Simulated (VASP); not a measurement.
# Titanium: cell size against the level of theory, part 3 of 3

Which functional gives the lattice of Titanium as experiment finds it, and is a dearer one worth its cost? LASPH is on for some levels and off for others; the table marks which. The start is a cell from a database of measured crystal structures.

VASP 6.6.1, plane waves and PAW; the level of theory is named at each step.

Still holding for the runs below: The k-mesh is coarse for a metal.

So far. Step 4 (Relaxation with PBE): It ends at 17.33 Å³/atom, -1.7 % from the start, with 0.06 GPa left. The conventional cell has a = 2.937 and c = 4.639 Å. Against its usual tendency, PBE gives a cell smaller than the listed one. Step 5 (Relaxation with r2SCAN): It ends at 17.34 Å³/atom, -1.7 % from the start, with 0.00 GPa left. The conventional cell has a = 2.943 and c = 4.624 Å.

## (6) Relaxation with PBE + D3(BJ)

This step: PBE with D3(BJ); plane waves and PAW (Ti_sv) (VASP 6.6.1).

A dispersion term adds the long-range attraction that semilocal functionals lack. D3 with Becke-Johnson damping keeps a finite attraction at short range.

File INCAR:

```
SYSTEM = Ti
PREC = Accurate
ENCUT = 520
EDIFF = 1E-06
NELM = 100
ISMEAR = -1
SIGMA = 0.05
LREAL = .FALSE.
ALGO = Normal
GGA = PE
IVDW = 12
NBANDS = 18
LORBIT = 11
LWAVE = .FALSE.
LCHARG = .FALSE.
KPAR = 2
IBRION = 2
NSW = 60
ISIF = 3
EDIFFG = -0.01
```

File POSCAR:

```
Ti
1.0
    2.9500000000      0.0000000000      0.0000000000
   -1.4750000000      2.5547749412      0.0000000000
    0.0000000000      0.0000000000      4.6800000000
Ti
2
Direct
    0.3333333333      0.6666666667      0.2500000000
    0.6666666667      0.3333333333      0.7500000000
```

File KPOINTS:

```
Automatic mesh
0
Gamma
9 9 5
0 0 0
```

PAW data sets: Ti_sv (PBE family, release 64).

The run is started by

```console
mpirun -np 2 vasp_std
```

Output:

```text
[... set-up lines as in an earlier step ...]
 entering main loop
       N       E                     dE             d eps       ncg     rms          rms(c)
[... 14 cycles as in an earlier step ...]
   1 F= -.16862178E+02 E0= -.16854316E+02  d E =-.168622E+02
[...]
N       E                     dE             d eps       ncg     rms          rms(c)
DAV:   1    -0.202334858737E+02   -0.45555E+01   -0.11844E+02  1712   0.129E+02    0.187E+01
DAV:   2    -0.156096486190E+02    0.46238E+01   -0.18354E+01  1680   0.486E+01    0.592E+00
DAV:   3    -0.153485656104E+02    0.26108E+00   -0.41084E+00  1790   0.131E+01    0.234E+00
DAV:   4    -0.154494073880E+02   -0.10084E+00   -0.75051E-01  1592   0.678E+00    0.420E-01
[...]
DAV:  10    -0.155429583813E+02   -0.12572E-05   -0.16022E-05  1780   0.392E-02    0.592E-03
DAV:  11    -0.155429594480E+02   -0.10668E-05   -0.71439E-06  1564   0.131E-02    0.357E-03
DAV:  12    -0.155429594739E+02   -0.25845E-07   -0.42962E-07   678   0.517E-03
   2 F= -.16887218E+02 E0= -.16880450E+02  d E =-.250399E-01
 trial-energy change:   -0.025040  1 .order   -0.018951   -0.196098    0.158197
 step:   0.5786(harm=  0.5535)  dis= 0.00000  next Energy=   -16.920092 (dE=-0.579E-01)
[...]
N       E                     dE             d eps       ncg     rms          rms(c)
DAV:   1    -0.165069086612E+02   -0.96395E+00   -0.21821E+01  1720   0.603E+01    0.799E+00
DAV:   2    -0.156529942591E+02    0.85391E+00   -0.44846E+00  1888   0.222E+01    0.232E+00
DAV:   3    -0.156058955422E+02    0.47099E-01   -0.55058E-01  1680   0.472E+00    0.690E-01
DAV:   4    -0.156255094454E+02   -0.19614E-01   -0.96118E-02  1832   0.212E+00    0.322E-01
[...]
DAV:   9    -0.156475126275E+02   -0.67243E-06   -0.13713E-05  1668   0.258E-02    0.242E-03
DAV:  10    -0.156475115095E+02    0.11180E-05   -0.66204E-07   774   0.622E-03    0.130E-03
DAV:  11    -0.156475110335E+02    0.47596E-06   -0.20524E-07   654   0.375E-03
   3 F= -.16921054E+02 E0= -.16914116E+02  d E =-.588764E-01
[...]
reached required accuracy - stopping structural energy minimisation
```

The job ended after 12 s (2 MPI ranks of Intel Xeon 6975P-C (Granite Rapids), shared host; peak memory 0.33 GiB).

Parts of OUTCAR (step 6):

```text
 Edisp (eV)   -1.34426

 Edisp (eV)   -1.27354

  Total      -0.01379    -0.01379     0.00193     0.00000    -0.00000     0.00000
  in kB      -0.67173    -0.67173     0.09397     0.00000    -0.00000     0.00000
  external pressure =       -0.42 kB  Pullay stress =        0.00 kB

 POSITION                                       TOTAL-FORCE (eV/Angst)
 -----------------------------------------------------------------------------------
     -0.00000      1.66526      1.14153        -0.000000      0.000000      0.000000
      1.44216      0.83263      3.42459         0.000000     -0.000000      0.000000
 -----------------------------------------------------------------------------------
    total drift:                               -0.000000      0.000000     -0.000000

  FREE ENERGIE OF THE ION-ELECTRON SYSTEM (eV)
  ---------------------------------------------------
  free  energy   TOTEN  =       -16.9210542010 eV

  energy  without entropy=      -16.9071783607  energy(sigma->0) =      -16.91411628

[... 2 parts as in an earlier step ...]

[... 2 further parts left out ...]
[key lines of the parts left out:]
E-fermi :   8.9422
```

Dispersion corrections of this kind ignore metallic screening and tend to overbind metals.

It ends at 16.45 Å³/atom, -6.7 % from the start, with -0.04 GPa left. The conventional cell has a = 2.884 and c = 4.566 Å. Against plain PBE, the dispersion term moves a by -1.8 % and c by -1.6 %.

## (7) Relaxation with r2SCAN + rVV10

This step: r2SCAN with rVV10; plane waves and PAW (Ti_sv) (VASP 6.6.1).

LUSE_VDW switches on a nonlocal correlation term for dispersion.

INCAR: that of step 6 with these lines changed.

```diff
@@ -9,4 +9,8 @@
 ALGO = Normal
-GGA = PE
-IVDW = 12
+METAGGA = R2SCAN
+LUSE_VDW = .TRUE.
+IVDW_NL = 2
+BPARAM = 11.95
+CPARAM = 0.0093
+LASPH = .TRUE.
 NBANDS = 18
```

POSCAR is that of step 6.

KPOINTS is that of step 6.

The run is started by

```console
mpirun -np 2 vasp_std
```

Output:

```text
[banner, memory and clock lines left out]
running    2 mpi-ranks, on    1 nodes
[...]
|                                                                             |
|               ----> ADVICE to this user running VASP <----                  |
|                                                                             |
|     You have switched on vdW-DFT.                                           |
|     This routine was written and supplied by Jiri Klimes. We recommend      |
|     that you carefully read and cite the following publications:            |
|       J. Klimes, D.R. Bowler, A. Michelides                                 |
|          J. Phys.: Cond Matt. 22 022201 (2010)                              |
|       J. Klimes, D.R. Bowler, A. Michelides                                 |
|          Phys. Rev. B. 83, 195131 (2011)                                    |
|     and references therein.                                                 |
|                                                                             |

[...]
Total rVV10 correction in eV:      0.5562442    24.0001037
DAV:  12    -0.253483018753E+02   -0.17655E-04   -0.23165E-05  1506   0.461E-02    0.233E-03
Total rVV10 correction in eV:      0.5562313    24.0001037
Total rVV10 correction in eV:      0.5562313    24.0001037
DAV:  13    -0.253482935985E+02    0.82769E-05   -0.12745E-06  1024   0.125E-02    0.161E-03
Total rVV10 correction in eV:      0.5562239    24.0001037
Total rVV10 correction in eV:      0.5562239    24.0001037
DAV:  14    -0.253482941845E+02   -0.58608E-06   -0.23498E-07   738   0.597E-03
Total rVV10 correction in eV:      0.5562211    24.0001037
Total rVV10 correction in eV:      0.5562211    24.0001037
Total rVV10 correction in eV:      0.5562223    24.0001037
Total rVV10 correction in eV:      0.5562223    24.0001037
   1 F= -.25348294E+02 E0= -.25341115E+02  d E =-.253483E+02
[... from here on, the cycles between the ionic steps are left out ...]
   2 F= -.25351141E+02 E0= -.25344927E+02  d E =-.284684E-02
   3 F= -.25355865E+02 E0= -.25349214E+02  d E =-.757116E-02
   4 F= -.25355863E+02 E0= -.25349223E+02  d E =-.756896E-02
   5 F= -.25356185E+02 E0= -.25349739E+02  d E =-.322100E-03
   6 F= -.25356250E+02 E0= -.25349945E+02  d E =-.387197E-03
[...]
reached required accuracy - stopping structural energy minimisation
```

The job ended after 2.9 min (2 MPI ranks; peak memory 0.51 GiB; 5.7 min of CPU time).

From OUTCAR (step 7):

```text
  Total        0.0120333      0.0120333      0.0178426     -0.0000000     -0.0000000      0.0000000
  in kB        0.5603109      0.5603109      0.8308087     -0.0000000     -0.0000000      0.0000000
  external PRESSURE =       0.6504768 kB  Pullay stress =       0.0000000 kB

 POSITION                                       TOTAL-FORCE (eV/Angst)
 -----------------------------------------------------------------------------------
     -0.00000      1.69458      1.15300        -0.000000      0.000000      0.000000
      1.46755      0.84729      3.45900         0.000000     -0.000000      0.000000
 -----------------------------------------------------------------------------------
    total drift:                               -0.000000      0.000000     -0.000000

  FREE ENERGIE OF THE ION-ELECTRON SYSTEM (eV)
  ---------------------------------------------------
  free  energy   TOTEN  =       -25.3562503397 eV

  energy  without entropy=      -25.3436396250  energy(sigma->0) =      -25.34994498

[... 2 parts as in an earlier step ...]

[... 2 further parts left out ...]
[key lines of the parts left out:]
E-fermi :   8.4934
```

It ends at 17.20 Å³/atom, -2.4 % from the start, with 0.07 GPa left. The conventional cell has a = 2.935 and c = 4.612 Å. Against plain r2SCAN, the dispersion term moves a by -0.3 % and c by -0.3 %.

## (8) Relaxation with RPBE

This step: RPBE; plane waves and PAW (Ti_sv) (VASP 6.6.1).

RPBE by itself binds more weakly than PBE and expands cells.

INCAR: that of step 7 with these lines changed.

```diff
@@ -9,8 +9,3 @@
 ALGO = Normal
-METAGGA = R2SCAN
-LUSE_VDW = .TRUE.
-IVDW_NL = 2
-BPARAM = 11.95
-CPARAM = 0.0093
-LASPH = .TRUE.
+GGA = RP
 NBANDS = 18
```

POSCAR is that of step 7.

KPOINTS is that of step 7.

The run is started by

```console
mpirun -np 2 vasp_std
```

Output:

```text
[... set-up lines as in an earlier step ...]
 entering main loop
       N       E                     dE             d eps       ncg     rms          rms(c)
DAV:   1     0.261307863047E+03    0.26131E+03   -0.13414E+04  1296   0.167E+03
DAV:   2     0.132808690086E+02   -0.24803E+03   -0.24512E+03  1316   0.456E+02
DAV:   3    -0.156096596879E+02   -0.28891E+02   -0.28549E+02  2458   0.129E+02
DAV:   4    -0.168424698442E+02   -0.12328E+01   -0.12321E+01  1474   0.277E+01
[...]
DAV:  12    -0.148848022908E+02    0.77121E-05   -0.37700E-05  1630   0.494E-02    0.508E-03
DAV:  13    -0.148848039228E+02   -0.16320E-05   -0.60640E-07   952   0.802E-03    0.207E-03
DAV:  14    -0.148848048364E+02   -0.91360E-06   -0.25199E-07   744   0.505E-03
   1 F= -.14884805E+02 E0= -.14876973E+02  d E =-.148848E+02
[...]
2 F= -.14885803E+02 E0= -.14877758E+02  d E =-.998203E-03
[...]
3 F= -.14886492E+02 E0= -.14878530E+02  d E =-.168705E-02
[...]
4 F= -.14886590E+02 E0= -.14878719E+02  d E =-.978972E-04
[...]
5 F= -.14886603E+02 E0= -.14878757E+02  d E =-.110696E-03
[...]
reached required accuracy - stopping structural energy minimisation
```

Wall time 14 s (2 MPI ranks); peak memory 0.3 GiB; 28 s of CPU time.

Parts of OUTCAR (step 8):

```text
  Total        0.0021647      0.0021647     -0.0176620      0.0000000      0.0000000      0.0000000
  in kB        0.0972013      0.0972013     -0.7930925      0.0000000      0.0000000      0.0000000
  external PRESSURE =      -0.1995633 kB  Pullay stress =       0.0000000 kB

 POSITION                                       TOTAL-FORCE (eV/Angst)
 -----------------------------------------------------------------------------------
     -0.00000      1.71259      1.17060         0.000000     -0.000000      0.000000
      1.48315      0.85630      3.51179        -0.000000      0.000000      0.000000
 -----------------------------------------------------------------------------------
    total drift:                               -0.000000      0.000000     -0.000000

  FREE ENERGIE OF THE ION-ELECTRON SYSTEM (eV)
  ---------------------------------------------------
  free  energy   TOTEN  =       -14.8866025854 eV

  energy  without entropy=      -14.8709108395  energy(sigma->0) =      -14.87875671

[... 2 parts as in an earlier step ...]

[... 2 further parts left out ...]
[key lines of the parts left out:]
E-fermi :   8.1826
```

It ends at 17.84 Å³/atom, +1.2 % from the start, with -0.02 GPa left. The conventional cell has a = 2.966 and c = 4.682 Å.

## (9) Relaxation with vdW-DF-cx

This step: vdW-DF-cx; plane waves and PAW (Ti_sv) (VASP 6.6.1).

vdW-DF-cx takes its exchange from the same plasmon model as its correlation.

INCAR: that of step 8 with these lines changed.

```diff
@@ -9,3 +9,6 @@
 ALGO = Normal
-GGA = RP
+GGA = CX
+AGGAC = 0
+LUSE_VDW = .TRUE.
+LASPH = .TRUE.
 NBANDS = 18
```

POSCAR is that of step 8.

KPOINTS is that of step 8.

The run is started by

```console
mpirun -np 2 vasp_std
```

Output:

```text
[banner, memory and clock lines left out]
running    2 mpi-ranks, on    1 nodes
[...]
[... a notice as in an earlier step ...]

 [... a notice as in an earlier step ...]

 LDA part: xc-table for (Slater+PW92), standard interpolation
 POSCAR, INCAR and KPOINTS ok, starting setup
[...]
entering main loop
       N       E                     dE             d eps       ncg     rms          rms(c)
DAV:   1     0.264776435494E+03    0.26478E+03   -0.13387E+04  1296   0.167E+03
DAV:   2     0.173446177918E+02   -0.24743E+03   -0.24455E+03  1316   0.455E+02
DAV:   3    -0.112749870799E+02   -0.28620E+02   -0.28275E+02  2458   0.128E+02
DAV:   4    -0.124680589411E+02   -0.11931E+01   -0.11924E+01  1474   0.272E+01
[...]
DAV:  11    -0.103250789574E+02   -0.71146E-04   -0.19703E-04  1534   0.106E-01    0.300E-02
DAV:  12    -0.103250737268E+02    0.52306E-05   -0.34121E-05  1616   0.452E-02    0.570E-03
DAV:  13    -0.103250744246E+02   -0.69788E-06   -0.66193E-07   894   0.944E-03
[...]
2 F= -.10338569E+02 E0= -.10331680E+02  d E =-.134942E-01
 trial-energy change:   -0.013494  1 .order   -0.011195   -0.106231    0.083841
 step:   0.5766(harm=  0.5589)  dis= 0.00000  next Energy=   -10.356142 (dE=-0.311E-01)
[...]
N       E                     dE             d eps       ncg     rms          rms(c)
DAV:   1    -0.108288580030E+02   -0.49029E+00   -0.11812E+01  1720   0.438E+01    0.589E+00
DAV:   2    -0.103594920115E+02    0.46937E+00   -0.24618E+00  1872   0.164E+01    0.169E+00
DAV:   3    -0.103345739185E+02    0.24918E-01   -0.29571E-01  1746   0.342E+00    0.512E-01
DAV:   4    -0.103449720039E+02   -0.10398E-01   -0.51793E-02  1816   0.150E+00    0.231E-01
DAV:   5    -0.103547164632E+02   -0.97445E-02   -0.23184E-02  1688   0.832E-01    0.312E-01
DAV:   6    -0.103561394030E+02   -0.14229E-02   -0.37535E-03  1832   0.537E-01    0.941E-02
DAV:   7    -0.103565426052E+02   -0.40320E-03   -0.93619E-04  1704   0.199E-01    0.241E-02
DAV:   8    -0.103565926450E+02   -0.50040E-04   -0.12731E-04  1944   0.623E-02    0.627E-03
DAV:   9    -0.103565927444E+02   -0.99427E-07   -0.32546E-06  1214   0.149E-02
   3 F= -.10356593E+02 E0= -.10349481E+02  d E =-.315183E-01
[...]
reached required accuracy - stopping structural energy minimisation
```

The job ended after 67 s (2 MPI ranks; peak memory 0.63 GiB).

From OUTCAR (step 9):

```text
  Total        0.0042177      0.0042177     -0.0070954      0.0000000     -0.0000000      0.0000000
  in kB        0.2015914      0.2015914     -0.3391408      0.0000000     -0.0000000      0.0000000
  external PRESSURE =       0.0213473 kB  Pullay stress =       0.0000000 kB

 POSITION                                       TOTAL-FORCE (eV/Angst)
 -----------------------------------------------------------------------------------
     -0.00000      1.67564      1.14878         0.000000      0.000000      0.000000
      1.45115      0.83782      3.44634        -0.000000     -0.000000      0.000000
 -----------------------------------------------------------------------------------
    total drift:                               -0.000000      0.000000     -0.000000

  FREE ENERGIE OF THE ION-ELECTRON SYSTEM (eV)
  ---------------------------------------------------
  free  energy   TOTEN  =       -10.3565927444 eV

  energy  without entropy=      -10.3423685336  energy(sigma->0) =      -10.34948064

[... 2 parts as in an earlier step ...]

[... 2 further parts left out ...]
[key lines of the parts left out:]
E-fermi :   8.6195
```

It ends at 16.76 Å³/atom, -5.0 % from the start, with 0.00 GPa left. The conventional cell has a = 2.902 and c = 4.595 Å.

## (10) The cells as a table

This step: relaxed cells at several levels; plane waves and PAW (VASP 6.6.1).

This step runs nothing: it gathers the runs above.

Lengths are those of the conventional cell; cost is the wall time of each run, as given at its step, times its ranks, without the set-up around it; LASPH differs between rows, which moves results and costs too. Results by level, by row:

```
         level  volume (Å³/atom)  change from the start (%)  a (Å)  c (Å)  cost (core minutes)  LASPH
           LDA             16.09                       -8.8  2.862  4.536                0.767    off
        PBEsol             16.67                       -5.4  2.898  4.586                0.367    off
           PBE             17.33                       -1.7  2.937  4.639                0.507    off
        r2SCAN             17.34                       -1.7  2.943  4.624                 1.97     on
  PBE + D3(BJ)             16.45                       -6.7  2.884  4.566                  0.4    off
r2SCAN + rVV10              17.2                       -2.4  2.935  4.612                  5.7     on
          RPBE             17.84                        1.2  2.966  4.682                 0.48    off
     vdW-DF-cx             16.76                         -5  2.902  4.595                 2.23     on
```

## (11) Summary of results

| Item | Value |
| --- | --- |
| volume, LDA | 16.09 Å³/atom |
| volume, PBEsol | 16.67 Å³/atom |
| volume, PBE | 17.33 Å³/atom |
| volume, r2SCAN | 17.34 Å³/atom |
| volume, PBE + D3(BJ) | 16.45 Å³/atom |
| volume, r2SCAN + rVV10 | 17.20 Å³/atom |
| volume, RPBE | 17.84 Å³/atom |
| volume, vdW-DF-cx | 16.76 Å³/atom |

For Titanium the levels give volumes between 16.09 Å³/atom (LDA) and 17.84 Å³/atom (RPBE), a spread of 10.9 %, while the cost of the finished runs spans a factor of 16. Within 1 % of experiment on every length: PBE and RPBE. The nearest, RPBE, is among the cheap ones. Thermal and zero-point expansion, often some tenths of a per cent in length, bear on this order: with the measured lengths lowered by an assumed 0.4 % the nearest becomes PBE. The costs hold the number of ionic steps as well as the price of the functional. The closing table has room for seven levels; vdW-DF-cx stands in the table of levels alone. Adding D3(BJ) to PBE changes the volume by -5.1 % (a by -1.8 % and c by -1.6 %). Adding rVV10 to r2SCAN changes the volume by -0.8 % (a by -0.3 % and c by -0.3 %). Pairwise corrections of the D and TS kind ignore the screening in a metal, so they may overbind here. Within 0.02 Å all end in space group P6_3/mmc; the runs can't lower the symmetry of the start. The k-sampling is coarse for a metal, so the Fermi level, pressures and the shape of the cell carry errors. LASPH is on for some levels and off for others, so differences between them are not the functional's alone. Each is a single relaxation on the plane waves of the start cell, so larger changes of volume carry a basis-set error that was not tested here.

Comparison with the measured values:

| quantity | measured | LDA | PBEsol | PBE | r2SCAN | PBE + D3(BJ) | r2SCAN + rVV10 | RPBE |
| --- | --- | --- | --- | --- | --- | --- | --- | --- |
| lattice constant a (Å) | 2.9536 | 2.862 (-3.1 %) | 2.898 (-1.9 %) | 2.937 (-0.6 %) | 2.943 (-0.4 %) | 2.884 (-2.3 %) | 2.935 (-0.6 %) | 2.966 (+0.4 %) |
| lattice constant c (Å) | 4.685 | 4.536 (-3.2 %) | 4.586 (-2.1 %) | 4.639 (-1.0 %) | 4.624 (-1.3 %) | 4.566 (-2.5 %) | 4.612 (-1.6 %) | 4.682 (-0.1 %) |

Measured values from arxiv:2402.07147 (2024).

Verdict: For the lattice constant a, of the levels listed nearest comes r2SCAN (-0.4 %, good agreement) and farthest LDA (-3.1 %, a clear miss). For the lattice constant c, of the levels listed nearest comes RPBE (-0.1 %, good agreement) and farthest LDA (-3.2 %, a clear miss). The grades are ours: good and fair within 0.7 and 1.5 % for the lattice constant a and 0.8 and 2 % for the lattice constant c. Zero-point motion and thermal expansion (measured at up to 298 K) are not in the computed lattice constants.

[Lines on the potential files, build, host, timing and source positions are cut from VASP's logs without a mark.]

[Logs are printed without paths, hosts, clocks, repeated set-up lines and the standing remarks that a program may print on its own settings, such as how far it seeks lower states.]

[Hosts, paths, dates, database ids (printed as entryN), source tags and the programs' standing remarks are cut or masked in the printed files.]

[A measured line is paired with the nearest computed mode of its activity, which favours agreement.]
